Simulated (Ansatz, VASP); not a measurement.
# PtSe2 in two plane-wave programs

Aim: how closely do two programs agree when they are given the same cell, functional and k mesh? The cell is taken from a series of runs on this material, whose earlier steps may have relaxed, scaled, displaced or heated it; both programs get it as it stands.

Program: Ansatz 0.2.0. Level of theory: plane waves, with VASP 6.6.1 beside it; single point at PBE, spin-orbit coupling. Results are calculated unless marked as measured.

## (1) Starting point

The cell holds 6 atoms: 2 Pt and 4 Se. Its edges and angles: a = 3.740 Å, b = 3.740 Å, c = 40.900 Å, α = 90.0°, β = 90.0°, γ = 120.0°. It derives from Pt1Se2. Vacuum lies along c.

## (2) VASP: single point, PBE, spin-orbit coupling

With cell and atoms fixed, the geometry can't cause a difference; cores, projectors, grids and the points listed under the comparison can.

Lines of VASP's logs that name or quote its potential files are left out, and so is its time.

File INCAR:

```
SYSTEM = PtSe2
PREC = Accurate
ENCUT = 400
EDIFF = 1E-06
NELM = 200
ISMEAR = -1
SIGMA = 0.02
LREAL = .FALSE.
ALGO = Normal
GGA = PE
LNONCOLLINEAR = .TRUE.
MAGMOM = 0 0 0 0 0 0 0 0 0 0 0 0 0 0 0 0 0 0
NBANDS = 56
GGA_COMPAT = .FALSE.
LASPH = .TRUE.
LSORBIT = .TRUE.
LMAXMIX = 4
LORBIT = 11
LWAVE = .FALSE.
LCHARG = .FALSE.
ISIF = 2
LDIPOL = .TRUE.
IDIPOL = 3
DIPOL = 0.5 0.5 0.5
LVHAR = .TRUE.
EFERMI = MIDGAP
NELMDL = -8
KPAR = 2
```

File POSCAR:

```
PtSe2
1.0
    3.7400000000      0.0000000000      0.0000000000
   -1.8700000000      3.2389350102      0.0000000000
    0.0000000000      0.0000000000     40.9000000000
Pt Se
2 4
Direct
    0.0000000000      0.0000000000      0.4240343687
    0.0000000000      0.0000000000      0.5759656313
    0.3333333333      0.6666666667      0.4558646416
    0.6666666667      0.3333333333      0.3920899919
    0.6666666667      0.3333333333      0.6079100081
    0.3333333333      0.6666666667      0.5441353584
```

File KPOINTS:

```
Automatic mesh
0
Gamma
6 6 1
0 0 0
```

The projector-augmented-wave data sets are Pt and Se (PBE family, release 64).

On the command line:

```sh
> mpirun -np 2 vasp_ncl
```

Numbers of over 12 decimals in the logs are rounded to 6 here.

The program printed:

```text
[banner, memory and clock lines left out]
running    2 mpi-ranks, on    1 nodes
 distrk:  each k-point on    1 cores,    2 groups
 distr:  one band on    1 cores,    1 groups

 POSCAR found type information on POSCAR PtSe
 POSCAR found :  2 types and       6 ions
 LDA part: xc-table for (Slater+PW92), standard interpolation
 POSCAR, INCAR and KPOINTS ok, starting setup
 FFT: planning ... GRIDC
 FFT: planning ... GRID_SOFT
 FFT: planning ... GRID
 WAVECAR not read
 entering main loop
       N       E                     dE             d eps       ncg     rms          rms(c)
DAV:   1     0.335641355007E+03    0.33564E+03   -0.12851E+04  1152   0.946E+02
DAV:   2     0.179376456816E+02   -0.31770E+03   -0.30229E+03  1608   0.202E+02
DAV:   3    -0.296897803479E+02   -0.47627E+02   -0.46901E+02  1360   0.861E+01
DAV:   4    -0.310882196502E+02   -0.13984E+01   -0.13738E+01  1400   0.164E+01
DAV:   5    -0.311231155687E+02   -0.34896E-01   -0.34827E-01  1352   0.246E+00
DAV:   6    -0.311242210011E+02   -0.11054E-02   -0.11048E-02  1424   0.447E-01
DAV:   7    -0.311242625369E+02   -0.41536E-04   -0.41535E-04  1464   0.838E-02
DAV:   8    -0.311242644721E+02   -0.19352E-05   -0.19347E-05  1344   0.166E-02    0.194E+01
DAV:   9    -0.297564835686E+02    0.13678E+01   -0.93283E+00  1176   0.257E+01    0.115E+01
DAV:  10    -0.294332899168E+02    0.32319E+00   -0.26001E+00  1168   0.141E+01    0.587E+00
DAV:  11    -0.293805732417E+02    0.52717E-01   -0.20343E-01  1232   0.249E+00    0.203E+00
DAV:  12    -0.293440623214E+02    0.36511E-01   -0.79159E-02  1184   0.255E+00    0.435E-01
DAV:  13    -0.293455373856E+02   -0.14751E-02   -0.18502E-02  1264   0.693E-01    0.269E-01
DAV:  14    -0.293455527944E+02   -0.15409E-04   -0.58434E-04  1296   0.153E-01    0.167E-01
[...]
DAV:  21    -0.293456926117E+02   -0.19298E-04   -0.12445E-06   832   0.289E-03    0.648E-04
DAV:  22    -0.293456998607E+02   -0.72490E-05   -0.26726E-07   856   0.141E-03    0.468E-04
DAV:  23    -0.293457050913E+02   -0.52306E-05   -0.10419E-07   776   0.899E-04    0.327E-04
DAV:  24    -0.293457105017E+02   -0.54104E-05   -0.17346E-07   800   0.106E-03    0.168E-04
DAV:  25    -0.293457115570E+02   -0.10553E-05   -0.91883E-09   760   0.382E-04    0.135E-04
DAV:  26    -0.293457131020E+02   -0.15449E-05   -0.99688E-09   712   0.311E-04    0.988E-05
DAV:  27    -0.293457141549E+02   -0.10529E-05   -0.15829E-08   712   0.271E-04    0.594E-05
DAV:  28    -0.293457143762E+02   -0.22130E-06   -0.69255E-10   688   0.157E-04
   1 F= -.29345714E+02 E0= -.29345714E+02  d E =-.207692E-12  mag=    -0.0000    -0.0000     0.0000
```

Parts of OUTCAR (step 2):

```text
ion  position               nearest neighbor table
   1  0.000  0.000  0.424-   3 2.52   3 2.52   3 2.52   4 2.52   4 2.52   4 2.52
   2  0.000  0.000  0.576-   6 2.52   6 2.52   6 2.52   5 2.52   5 2.52   5 2.52
   3  0.333  0.667  0.456-   1 2.52   1 2.52   1 2.52
   4  0.667  0.333  0.392-   1 2.52   1 2.52   1 2.52
   5  0.667  0.333  0.608-   2 2.52   2 2.52   2 2.52
   6  0.333  0.667  0.544-   2 2.52   2 2.52   2 2.52

  LATTYP: Found a hexagonal cell.
 ALAT       =     3.7400000000
 C/A-ratio  =    10.9358288770

 Subroutine GETGRP returns: Found 12 space group operations
 (whereof 12 operations were pure point group operations)

The static configuration has the point symmetry D_3h.

 Found     10 irreducible k-points:

   k-points           NKPTS =     10   k-points in BZ     NKDIM =     10   number of bands    NBANDS=     56

   dimension x,y,z NGX =    24 NGY =   24 NGZ =  270
   dimension x,y,z NGXF=    48 NGYF=   48 NGZF=  540

   ENCUT  =  400.0 eV  29.40 Ry    5.42 a.u.   6.10  6.10 66.70*2*pi/ulx,y,z

   NELECT =      44.0000    total number of electrons

 k-points in reciprocal lattice and weights: Automatic mesh
   0.00000000  0.00000000  0.00000000       0.028
   0.16666667  0.00000000  0.00000000       0.083
  -0.16666667 -0.00000000  0.00000000       0.083
   0.33333333  0.00000000  0.00000000       0.083
  -0.33333333  0.00000000  0.00000000       0.083
   0.50000000  0.00000000  0.00000000       0.083
   0.16666667  0.16666667  0.00000000       0.167
   0.33333333  0.16666667  0.00000000       0.167
  -0.33333333 -0.16666667  0.00000000       0.167
   0.33333333  0.33333333  0.00000000       0.056

 dipolmoment           0.000000      0.000000      0.000000 electrons x Angstroem

 average (electrostatic) potential at core
       1 -77.1422       2 -77.1422       3 -61.0504       4 -61.0298       5 -61.0298
       6 -61.0504

 E-fermi :  -1.9921

 k-point     1 :       0.0000    0.0000    0.0000
  band No.  band energies     occupation
    ...
     40      -2.9135      1.00000
     41      -2.8419      1.00000
     42      -2.8419      1.00000
     43      -2.7746      1.00000
     44      -2.7746      1.00000
     45      -0.1192      0.00000
     46      -0.1192      0.00000
     47      -0.0606      0.00000
     48      -0.0606      0.00000
     49      -0.0186      0.00000
    ...

 k-point     2 :       0.1667    0.0000    0.0000
  band No.  band energies     occupation
    ...
     40      -3.0108      1.00000
     41      -2.9316      1.00000
     42      -2.9316      1.00000
     43      -2.5630      1.00000
     44      -2.5630      1.00000
     45      -1.4212      0.00000
     46      -1.4212      0.00000
     47      -1.2139      0.00000
     48      -1.2139      0.00000
     49      -0.4028      0.00000
    ...

 k-point     3 :      -0.1667   -0.0000    0.0000
  band No.  band energies     occupation
    ...
     40      -3.0108      1.00000
     41      -2.9316      1.00000
     42      -2.9316      1.00000
     43      -2.5630      1.00000
     44      -2.5630      1.00000
     45      -1.4212      0.00000
     46      -1.4212      0.00000
     47      -1.2139      0.00000
     48      -1.2139      0.00000
     49      -0.4028      0.00000
    ...

  Total        1.0191899      1.0191899      1.2997214      0.0000000     -0.0000000     -0.0000000
  in kB        3.2958583      3.2958583      4.2030418      0.0000000     -0.0000000     -0.0000000
  external PRESSURE =       3.5982528 kB  Pullay stress =       0.0000000 kB

  energy-cutoff  :      400.00
  volume of cell :      495.45
      direct lattice vectors                 reciprocal lattice vectors
     3.740000000  0.000000000  0.000000000     0.267379679  0.154371730  0.000000000
    -1.870000000  3.238935010  0.000000000     0.000000000  0.308743459  0.000000000
     0.000000000  0.000000000 40.900000000     0.000000000  0.000000000  0.024449878

 POSITION                                       TOTAL-FORCE (eV/Angst)
 -----------------------------------------------------------------------------------
      0.00000      0.00000     17.34301        -0.000000     -0.000000     -0.055719
      0.00000      0.00000     23.55699        -0.000000     -0.000000      0.055719
     -0.00000      2.15929     18.64486         0.000000     -0.000000      0.009501
      1.87000      1.07965     16.03648        -0.000000      0.000000     -0.118581
      1.87000      1.07965     24.86352        -0.000000      0.000000      0.118581
     -0.00000      2.15929     22.25514         0.000000     -0.000000     -0.009501
 -----------------------------------------------------------------------------------
    total drift:                               -0.000000      0.000000      0.000000

  FREE ENERGIE OF THE ION-ELECTRON SYSTEM (eV)
  ---------------------------------------------------
  free  energy   TOTEN  =       -29.3457143762 eV

  energy  without entropy=      -29.3457143762  energy(sigma->0) =      -29.34571438

 vacuum level on the upper side and lower side of the slab         2.742         2.742

 Spin-Orbit-Coupling matrix elements
 Ion:    1  E_soc:     -0.7374943
 Ion:    2  E_soc:     -0.7374943
 Ion:    3  E_soc:     -0.0299301
 Ion:    4  E_soc:     -0.0300255
 Ion:    5  E_soc:     -0.0300255
 Ion:    6  E_soc:     -0.0299301

 total charge
# of ion       s       p       d       tot
------------------------------------------
    1        0.676   0.704   7.969   9.349
    2        0.676   0.704   7.969   9.349
    3        1.480   2.247   0.057   3.783
    4        1.477   2.247   0.056   3.780
    5        1.477   2.247   0.056   3.780
    6        1.480   2.247   0.057   3.783
--------------------------------------------------
tot          7.266  10.397  16.162  33.824

 magnetization (x)
# of ion       s       p       d       tot
------------------------------------------
    1        0.000   0.000  -0.000  -0.000
    2        0.000   0.000   0.000   0.000
    3       -0.000   0.000   0.000   0.000
    4        0.000   0.000  -0.000  -0.000
    5        0.000   0.000   0.000   0.000
    6        0.000  -0.000  -0.000  -0.000
--------------------------------------------------
tot         -0.000   0.000  -0.000   0.000

 magnetization (y)
# of ion       s       p       d       tot
------------------------------------------
    1       -0.000  -0.000   0.000   0.000
    2        0.000   0.000  -0.000  -0.000
    3        0.000   0.000  -0.000  -0.000
    4        0.000   0.000   0.000   0.000
    5       -0.000  -0.000   0.000  -0.000
    6       -0.000   0.000   0.000   0.000
--------------------------------------------------
tot         -0.000  -0.000   0.000  -0.000

 magnetization (z)
# of ion       s       p       d       tot
------------------------------------------
    1       -0.000  -0.000   0.000  -0.000
    2        0.000  -0.000   0.000   0.000
    3        0.000  -0.000  -0.000  -0.000
    4       -0.000   0.000  -0.000  -0.000
    5       -0.000   0.000   0.000  -0.000
    6        0.000  -0.000   0.000  -0.000
--------------------------------------------------
tot         -0.000  -0.000   0.000  -0.000

[... 3 further parts left out ...]
```

## (3) Ansatz: single point, PBE, spin-orbit coupling

Ansatz runs on its PAW fully relativistic soft_1 files.

The same cell, functional, mesh and smearing now go to Ansatz, which takes its cutoff from its data sets.

File input.yaml:

```yaml
crystal:
  lattice:
    - [3.74, 0.0, 0.0]
    - [-1.87, 3.2389350102, 0.0]
    - [0.0, 0.0, 40.9]
  atoms:
    - { symbol: Pt, position: [0.0, 0.0, 0.4240343687] }
    - { symbol: Se, position: [0.3333333333, 0.6666666667, 0.4558646416] }
    - { symbol: Se, position: [0.6666666667, 0.3333333333, 0.3920899919] }
    - { symbol: Pt, position: [0.0, 0.0, 0.5759656313] }
    - { symbol: Se, position: [0.6666666667, 0.3333333333, 0.6079100081] }
    - { symbol: Se, position: [0.3333333333, 0.6666666667, 0.5441353584] }
  periodic: [true, true, false]
kpoints:
  mp_grid: { grid: [6, 6, 1] }
  band_path:
    path:
      - [0.0, 0.0, 0.0]
      - [0.5, 0.0, 0.0]
      - [0.3333333333, 0.3333333333, 0.0]
      - [0.1, 0.1, 0.0]
      - [0.25, 0.0, 0.0]
      - [0.2, 0.0, 0.0]
    npoints: 1
hamiltonian:
  xc: pbe
  pseudopotentials: { kind: paw_fr, azcp: { folder: soft_1 } }
scf:
  occupations: { method: fermi_dirac, width: 0.02 }
  n_extra_bands: 12
magnetization:
  noncollinear: true
  spin_orbit: true
output:
  eigenvalues: true
  forces: true
  stress: true
```

On the command line:

```sh
> ansatz run input.yaml --threads 32 --pin off --max-ram 82944MiB --backend cuda --events-out ev --progress --plain --runs-dir out --devices 1 --max-vram 78GiB
```

The program printed:

```text
scf.n_extra_bands = 12 over 100 filled bands (N_el = 100.0): the run solves 112 bands
GPUs: using 1 of 1 available (devices: 1).
Engine: ansatz 0.2.0, aarch64-unknown-linux-gnu
Pseudopotentials: kind: paw_fr
Pseudopotential: Pt, paw, valence charge 18, recommended cutoff 420 eV (normal), soft_1/Pt.paw.azcp
Pseudopotential: Se, paw, valence charge 16, recommended cutoff 420 eV (normal), soft_1/Se.paw.azcp
Functional definition: PBE
  parameter kappa = 0.804
  parameter beta = 0.066725
  exchange = pbe_x(kappa = kappa, mu = beta*pi^2/3)
  correlation = pbe_c(beta = beta)
non-collinear run that drives no moment, with spin-orbit: no starting moment large enough to seed its density (crystal.atoms[].spin), no starting occupations that ask for one, no magnetisation constraint and no magnetic field, so the semilocal B_xc is pinned to zero
[...]
Crystal: 6 atoms, lattice volume = 495.447 Å³
Basis set: ecut = 420 eV, 9737 PW (Γ), exchange–correlation on 50×50×576 points (8 copies of the dense FFT grid, shifted against one another)
Bands: 112, of which v1, the nominal top of the filled ones, is band 100 counted from 1 (99 counted from 0)
Symmetry: 12 space group operations + 12 with time reversal
Magnetic group: BNS 187.210 (UNI 1440), of the structure as read, at distance tolerance 7.9e-5 Å
k-points: 7 of 36 (time reversal used)
Projection manifold: j_resolved (fully-relativistic pseudo-atomic orbitals)
Non-local potential: Pt, projectors of the file, resolved by j, l = 0: 3, l = 1: 4, l = 2: 4, l = 3: 2
Non-local potential: Se, projectors of the file, resolved by j, l = 0: 2, l = 1: 4, l = 2: 6, l = 3: 2
PAW form: soft (Blöchl's): semilocal exchange-correlation on the pseudo side does not see the compensation charge
PAW one-centre angular grid: Pt, 590 points (default); XC on 64 Gauss nodes
PAW one-centre angular grid: Se, 590 points (default); XC on 96 Gauss nodes
Initial density: superposition of atomic densities (neutral atoms: chi_scale 0, normalization atom)
Initial wavefunctions: pseudopotential atomic-orbital guess
[...]
Functional: x = pbe(κ = 0.804, μ = 0.219515), c = pbe(β = 0.066725)
SCF iter   1: F=—  HF=-46999.938314 eV  |F-HF|=—  |Δ(HF+E_count)|=         —  Δρ=4.21e-2  dr2=1.03e1  dr2_m=0.00e0 (ungated)  ethr=3.10e-3  |M|=0.00e0 ∫|m|=0.00e0 μB  |m|>n=0.0e0 m-floor=0.0e0 τ_xc=0.0e0  β_m=0.30  ⟨swp⟩=15.0  Hψ=5236  notcnv=0
preconditioner: auto → Resta (q_TF=auto, 2.090 Å⁻¹)  ε∞=2.9  [insulator: Δε(μ)=1.429 eV  Ē_g=8.004 eV  σ=0.020 eV  W_gap=1.00  n_scr=92 (ndim 8)  ℏωp=11.1 eV  f_vac=0.703  D(μ)=0.00/eV (n_scr^D=0)  ε∞_Penn≈2.9  vacuum switching on, ρ_ref=4.6e-3 e/Å³]
spin=Noncollinear: Resta preconditioning applied to the charge; magnetization (m_x, m_y, m_z) channels mix plain (no charge-response kernel on spin).
SCF iter   2: F=—  HF=-46998.158104 eV  |F-HF|=—  |Δ(HF+E_count)|=    1.78e0  Δρ=1.49e-2  dr2=5.10e-1  dr2_m=0.00e0 (ungated)  ethr=3.10e-3  |M|=0.00e0 ∫|m|=0.00e0 μB  |m|>n=0.0e0 m-floor=0.0e0 τ_xc=0.0e0  β_m=0.31  ⟨swp⟩=3.4  Hψ=1867  notcnv=0  defer=28
SCF iter   3: F=—  HF=-46998.107449 eV  |F-HF|=—  |Δ(HF+E_count)|=   5.07e-2  Δρ=1.06e-2  dr2=2.58e-1  dr2_m=0.00e0 (ungated)  ethr=5.10e-4  |M|=0.00e0 ∫|m|=0.00e0 μB  |m|>n=0.0e0 m-floor=0.0e0 τ_xc=0.0e0  β_m=0.66  ⟨swp⟩=2.0  Hψ=1162  notcnv=0  defer=28
SCF iter   4: F=—  HF=-46998.075898 eV  |F-HF|=—  |Δ(HF+E_count)|=   3.16e-2  Δρ=1.08e-3  dr2=3.23e-2  dr2_m=0.00e0 (ungated)  ethr=2.58e-4  |M|=0.00e0 ∫|m|=0.00e0 μB  |m|>n=0.0e0 m-floor=0.0e0 τ_xc=0.0e0  β_m=0.59  ⟨swp⟩=3.0  Hψ=1391  notcnv=0  defer=28
SCF iter   5: F=—  HF=-46998.074669 eV  |F-HF|=—  |Δ(HF+E_count)|=   1.23e-3  Δρ=6.86e-4  dr2=1.55e-2  dr2_m=0.00e0 (ungated)  ethr=3.23e-5  |M|=0.00e0 ∫|m|=0.00e0 μB  |m|>n=0.0e0 m-floor=0.0e0 τ_xc=0.0e0  β_m=0.54  ⟨swp⟩=3.0  Hψ=1279  notcnv=0  defer=28
SCF iter   6: F=—  HF=-46998.074563 eV  |F-HF|=—  |Δ(HF+E_count)|=   1.06e-4  Δρ=2.73e-4  dr2=9.21e-4  dr2_m=0.00e0 (ungated)  ethr=1.55e-5  |M|=0.00e0 ∫|m|=0.00e0 μB  |m|>n=0.0e0 m-floor=0.0e0 τ_xc=0.0e0  β_m=0.62  ⟨swp⟩=2.6  Hψ=1111  notcnv=0  defer=28
[...]
SCF 1 converged in 11 iterations: F = -46998.073589 eV  dr2 = 4.88e-8
[...]
SCF converged after 11 iterations
[...]
--- Band table (eV; the first three rows and the last of 7) ---
  k-point 0: bands = ["-104.0863", "-104.0863", "-104.0863", "-104.0863", "-69.3528", "-69.3528", "-69.3528", "-69.3528", "-54.4105", "-54.4105", "-54.4105", "-54.4105", "-54.3545", "-54.3545", "-54.3545", "-54.3545", "-53.5969", "-53.5969", "-53.5968", "-53.5968", "-53.5772", "-53.5772", "-53.5772", "-53.5772", "-53.5661", "-53.5661", "-53.5660", "-53.5660", "-53.5434", "-53.5434", "-53.5434", "-53.5434", "-52.7124" [...]
  k-point 1: bands = ["-104.0863", "-104.0863", "-104.0863", "-104.0863", "-69.3532", "-69.3532", "-69.3532", "-69.3532", "-54.4115", "-54.4115", "-54.4115", "-54.4115", "-54.3555", "-54.3555", "-54.3554", "-54.3554", "-53.5968", "-53.5968", "-53.5967", "-53.5967", "-53.5787", "-53.5787", "-53.5787", "-53.5787", "-53.5662", "-53.5662", "-53.5645", "-53.5645", "-53.5443", "-53.5443", "-53.5427", "-53.5427", "-52.7128" [...]
  k-point 2: bands = ["-104.0862", "-104.0862", "-104.0862", "-104.0862", "-69.3538", "-69.3538", "-69.3538", "-69.3538", "-54.4136", "-54.4136", "-54.4136", "-54.4136", "-54.3572", "-54.3572", "-54.3572", "-54.3572", "-53.5973", "-53.5973", "-53.5972", "-53.5972", "-53.5801", "-53.5801", "-53.5799", "-53.5799", "-53.5661", "-53.5661", "-53.5644", "-53.5644", "-53.5441", "-53.5441", "-53.5425", "-53.5425", "-52.7126" [...]
  k-point 6: bands = ["-104.0862", "-104.0862", "-104.0862", "-104.0862", "-69.3543", "-69.3543", "-69.3543", "-69.3543", "-54.4152", "-54.4152", "-54.4150", "-54.4150", "-54.3586", "-54.3586", "-54.3585", "-54.3585", "-53.5999", "-53.5999", "-53.5955", "-53.5955", "-53.5827", "-53.5827", "-53.5786", "-53.5786", "-53.5668", "-53.5666", "-53.5638", "-53.5637", "-53.5449", "-53.5449", "-53.5419", "-53.5419", "-52.7121" [...]
```

Reading the cycles: dr2 is the Hartree energy of the density residual (eV), the measure of convergence; HF is the Harris–Foulkes estimate of the energy, which meets the free energy F at convergence.

## (4) Differences

Known differences besides the potentials themselves: spin-orbit coupling enters by fully relativistic files in Ansatz and inside the spheres in VASP; Ansatz cuts the interaction across the vacuum, VASP repeats the sheet with a dipole correction; the data sets hold 100 valence electrons in Ansatz (on its PAW fully relativistic soft_1 files) and 44 in VASP; the cutoff is 420 eV in Ansatz and 400 eV in VASP. Total energies have different zeros and are not compared.

Compared:

| quantity | Ansatz | VASP | difference |
| --- | --- | --- | --- |
| gap on the k mesh (eV) | 1.153 | 1.142 | +0.011 |

Forces (eV/Å; atoms numbered as in POSCAR):

| atom | Ansatz x, y, z | VASP x, y, z |
| --- | --- | --- |
| Pt1 | 0.000, 0.000, -0.056 | 0.000, 0.000, -0.056 |
| Pt2 | 0.000, 0.000, 0.056 | 0.000, 0.000, 0.056 |
| Se3 | 0.000, 0.000, -0.004 | 0.000, 0.000, 0.010 |
| Se4 | 0.000, 0.000, -0.106 | 0.000, 0.000, -0.119 |
| Se5 | 0.000, 0.000, 0.106 | 0.000, 0.000, 0.119 |
| Se6 | 0.000, 0.000, 0.004 | 0.000, 0.000, -0.010 |

The forces differ by 6.2 meV/Å r.m.s., which is 14.1 % of the r.m.s. force of 0.044 eV/Å (both taken over all components). A gap on the mesh is an upper bound, since the band edges may lie between its points. With vacuum in the cell, a pressure given here is an average over mostly empty space and none of the material.

## (5) Outcome

| Item | Value |
| --- | --- |
| r.m.s. force difference (single point, PBE, spin-orbit coupling) | 6.2 meV/Å |

**Reading.** The r.m.s. force difference is 6.2 meV/Å (single point, PBE, spin-orbit coupling), within the 12 meV/Å picked in this series as the mark of a large difference. The data sets hold unlike numbers of valence electrons (100 in Ansatz and 44 in VASP), so part of the differences comes from the potentials. Such differences can come from data sets, numerical settings and the points named under the comparisons, not from the functional's error against experiment.

[Lines on the potential files, build, host, timing and source positions are cut from VASP's logs without a mark.]

[Logs are printed without paths, hosts, clocks, repeated set-up lines and the standing remarks that a program may print on its own settings, such as how far it seeks lower states.]

[Hosts, paths, dates, database ids (printed as entryN), source tags and the programs' standing remarks are cut or masked in the printed files.]
